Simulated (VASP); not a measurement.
Input:

```
C
1.0
    1.22818    -2.12727     0.00000
    1.22818     2.12727     0.00000
    0.00000     0.00000     6.95763
C
4
Cartesian
  0.00000   0.00000   1.73941
  0.00000   0.00000   5.21823
  1.22818   0.70909   1.73941
  1.22818  -0.70909   5.21823
```

The numbers are results of r2SCAN meta-GGA, VASP's PBE PAW potentials (set 64) (plane waves; VASP 6.6.1), not measurements. Settings: 620 eV cut-off, 10×10×3 Γ-centred mesh, Gaussian smearing of 0.050 eV, potentials C.

Energy and stress use the plane-wave basis of the starting cell.

Task: The ions, cell shape and volume at an external pressure of 5.0 GPa are relaxed. Give the cell that the relaxation ends in.

Result: 
```
C
1.0
    1.22321    -2.11866     0.00000
    1.22321     2.11866     0.00000
    0.00000     0.00000     6.31205
C
4
Direct
  0.00000   0.00000   0.25000
  0.00000   0.00000   0.75000
  0.33333   0.66667   0.25000
  0.66667   0.33333   0.75000
```
Space group P6_3/mmc (194), at a tolerance of 0.03 Å.

Task: How do energy and volume change from the first to the last step?

Result: The energy (σ→0) changes by +11.2 meV/atom and the volume by -10.0 %, in 11 ionic steps.

The compound is C in the graphite structure. This run relaxes it under an external pressure of 5 GPa. Symmetry was kept, so distortions that lower it aren't found.
